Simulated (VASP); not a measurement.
OSZICAR of a VASP run on FeAl (CsCl type):

**OSZICAR**
```
       N       E                     dE             d eps       ncg     rms          rms(c)
DAV:   1     0.176890286539E+02    0.17689E+02   -0.45077E+03  1536   0.104E+03
DAV:   2    -0.236907474201E+02   -0.41380E+02   -0.39321E+02  1521   0.174E+02
DAV:   3    -0.247665959150E+02   -0.10758E+01   -0.10594E+01  1825   0.380E+01
DAV:   4    -0.247877160338E+02   -0.21120E-01   -0.21104E-01  1951   0.484E+00
DAV:   5    -0.247882742213E+02   -0.55819E-03   -0.55817E-03  1838   0.660E-01    0.161E+01
DAV:   6    -0.254787802583E+02   -0.69051E+00   -0.85007E+01  1699   0.156E+02    0.188E+01
DAV:   7    -0.212771110572E+02    0.42017E+01   -0.38860E+01  1698   0.874E+01    0.281E+00
DAV:   8    -0.212943210447E+02   -0.17210E-01   -0.17862E-01  1543   0.419E+00    0.210E+00
DAV:   9    -0.212955047161E+02   -0.11837E-02   -0.23276E-01  1759   0.887E+00    0.824E-01
DAV:  10    -0.212855985643E+02    0.99062E-02   -0.85478E-02  1697   0.522E+00    0.195E-01
DAV:  11    -0.212871846767E+02   -0.15861E-02   -0.14218E-02  1613   0.217E+00    0.198E-01
DAV:  12    -0.212868497853E+02    0.33489E-03   -0.32177E-03  1631   0.990E-01    0.223E-02
DAV:  13    -0.212869253136E+02   -0.75528E-04   -0.80689E-05  1927   0.109E-01    0.152E-02
DAV:  14    -0.212869263183E+02   -0.10047E-05   -0.10926E-05  1693   0.498E-02    0.837E-03
DAV:  15    -0.212869247381E+02    0.15802E-05   -0.41770E-06  1440   0.325E-02    0.127E-03
DAV:  16    -0.212869245994E+02    0.13868E-06   -0.11424E-07   775   0.425E-03
   1 F= -.21286925E+02 E0= -.21286821E+02  d E =-.212869E+02
       N       E                     dE             d eps       ncg     rms          rms(c)
DAV:   1    -0.212888819246E+02   -0.19572E-02   -0.36944E-02  1578   0.381E+00    0.406E-01
DAV:   2    -0.212900893998E+02   -0.12075E-02   -0.65945E-02  1771   0.416E+00    0.452E-01
DAV:   3    -0.212869254217E+02    0.31640E-02   -0.22420E-02  1780   0.244E+00    0.433E-02
DAV:   4    -0.212869015402E+02    0.23881E-04   -0.82934E-05  1554   0.902E-02    0.163E-02
DAV:   5    -0.212868975306E+02    0.40097E-05   -0.37816E-05  1798   0.984E-02    0.673E-03
DAV:   6    -0.212868979656E+02   -0.43500E-06   -0.26814E-05  1650   0.933E-02    0.979E-03
DAV:   7    -0.212868952181E+02    0.27475E-05   -0.12375E-05  1531   0.613E-02    0.833E-04
DAV:   8    -0.212868954005E+02   -0.18240E-06   -0.13010E-07   762   0.487E-03
   2 F= -.21286895E+02 E0= -.21286794E+02  d E =0.291989E-04
       N       E                     dE             d eps       ncg     rms          rms(c)
DAV:   1    -0.212876346403E+02   -0.73942E-03   -0.12778E-02  1576   0.224E+00    0.239E-01
DAV:   2    -0.212880875724E+02   -0.45293E-03   -0.23095E-02  1787   0.245E+00    0.268E-01
DAV:   3    -0.212869684895E+02    0.11191E-02   -0.77672E-03  1779   0.144E+00    0.254E-02
DAV:   4    -0.212869640277E+02    0.44619E-05   -0.28779E-05  1555   0.563E-02    0.106E-02
DAV:   5    -0.212869639250E+02    0.10268E-06   -0.15751E-05  1649   0.644E-02    0.402E-03
DAV:   6    -0.212869649936E+02   -0.10686E-05   -0.90982E-06  1548   0.542E-02    0.558E-03
DAV:   7    -0.212869644829E+02    0.51068E-06   -0.43483E-06   994   0.369E-02
   3 F= -.21286964E+02 E0= -.21286862E+02  d E =-.398835E-04
```

**Question.** Which electronic solver shows in the log?

**Answer.** It is blocked Davidson (ALGO = Normal, or the opening steps of other solvers). The INCAR had ALGO = Normal.

**Question.** How was spin treated?

**Answer.** Without spin polarisation: there is no mag entry.

**Question.** Can the final energy be trusted as converged?

**Answer.** The calculation finished and met its thresholds. It stopped with EDIFF = 1E-6, NELM = 100, NSW = 60 and EDIFFG = -0.01 after 3 ionic steps (r2SCAN meta-GGA, plane waves, VASP's PBE PAW potentials (set 64)).

The compound is FeAl in the CsCl type structure. This run relaxes it. Symmetry was kept, so distortions that lower it aren't found. The start is the result of an earlier pass. The run is not spin-polarised, so no magnetic state was tried. The electron count is odd and the run is not spin-polarised, which forces a metal.
